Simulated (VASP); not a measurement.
Given:

```xyz
2
Lattice="0.0000 2.9360 2.9360 2.9360 0.0000 2.9360 2.9360 2.9360 0.0000" Properties=species:S:1:pos:R:3 pbc="T T T"
Cd     0.0000     0.0000     0.0000
Te     1.4680     1.4680     1.4680
```

Method: PBE GGA, VASP's PBE PAW potentials (set 64) (plane waves; VASP). Settings: 500 eV cut-off, 8×8×8 Γ-centred mesh, Gaussian smearing of 0.050 eV, potentials Cd Te.

Unless said otherwise, spin-orbit coupling is left out, though it shifts the bands of the heavy elements here.

Q: Predict the energy per atom (σ→0), pressure, band gap (on the k-mesh) with the smallest direct gap where there is one.

A: 
```
Quantity                                      Value
-----------------------------------  --------------
band gap (on the k-mesh)                    1.70 eV
smallest direct gap (on the k-mesh)         1.70 eV
energy per atom (σ→0)                -1.673 eV/atom
pressure                                  30.10 GPa
```

Total energies compare only between runs with the same potentials, cut-off and functional.

The compound is CdTe in the zinc blende structure. It was relaxed first under an external pressure of 30 GPa.
